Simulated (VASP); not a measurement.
Consider the following.

```
CELL_PARAMETERS angstrom
      0.00000     2.77500     2.77500
      2.77500     0.00000     2.77500
      2.77500     2.77500     0.00000
ATOMIC_POSITIONS crystal
  Ag 0.00000 0.00000 0.00000
  Cl 0.50000 0.50000 0.50000
```

Calculation: TPSS meta-GGA, VASP's PBE PAW potentials (set 64) (plane waves; VASP). Settings: 520 eV cut-off, 9×9×9 Γ-centred mesh, tetrahedra with Blöchl corrections, potentials Ag Cl.

### Question
Estimate the energy per atom (σ→0), band gap (over mesh and band path) with the smallest direct gap where there is one.

### Answer

```
Property                                               Result
---------------------------------------------  --------------
band gap (over mesh and band path)                    0.98 eV
smallest direct gap (over mesh and band path)         3.08 eV
energy per atom (σ→0)                          -9.635 eV/atom
```

The compound is AgCl in the rock salt structure. The cell was not relaxed at this level.
